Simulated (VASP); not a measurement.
## Mo (relaxed from the hcp structure, space group P6_3/mmc): computed properties

The numbers are results of r2SCAN meta-GGA, VASP's PBE PAW potentials (set 64) (plane waves; VASP), not measurements.

```json
{
  "space_group": "P6_3/mmc (194)",
  "cell": "a = 2.7395 Å, b = 2.7395 Å, c = 4.9156 Å, α = 90.00°, β = 90.00°, γ = 120.00°",
  "volume_per_atom": "15.97 Å³/atom",
  "band gap (over mesh and band path)": "none (metal, semimetal or under 0.01 eV)",
  "density": "9.97 g/cm³"
}
```

```
CELL_PARAMETERS angstrom
      2.73952     0.00000     0.00000
     -1.36976     2.37250     0.00000
      0.00000     0.00000     4.91556
ATOMIC_POSITIONS crystal
  Mo 0.33333 0.66667 0.25000
  Mo 0.66667 0.33333 0.75000
```

The structure was generated: Mo was put into the hcp type (P6_3/mmc), which need not be its known phase. It was relaxed first. Symmetry was kept, so distortions that lower it aren't found.
